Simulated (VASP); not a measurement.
Given:

```
KCl
1.0
    0.00000     3.18617     3.18617
    3.18617     0.00000     3.18617
    3.18617     3.18617     0.00000
K Cl
1 1
Direct
  0.00000   0.00000   0.00000
  0.50000   0.50000   0.50000
```

These are PBE GGA with D4 dispersion, VASP's PBE PAW potentials (set 64) (plane waves; VASP 6.6.1) values and carry that method's errors. Settings: 520 eV cut-off, 7×7×7 Γ-centred mesh, Gaussian smearing of 0.050 eV, potentials K_sv Cl.

Estimate the energy per atom (σ→0), band gap (on the k-mesh) with the smallest direct gap where there is one.

```json
{
 "band gap (on the k-mesh)": "5.06 eV",
 "smallest direct gap (on the k-mesh)": "5.06 eV",
 "energy per atom (σ→0)": "-3507 meV/atom"
}
```

Only differences to runs with the same potentials and settings are physical.

The compound is KCl in the rock salt structure. This cell is one point of a volume scan, at 1.03 of the reference volume.
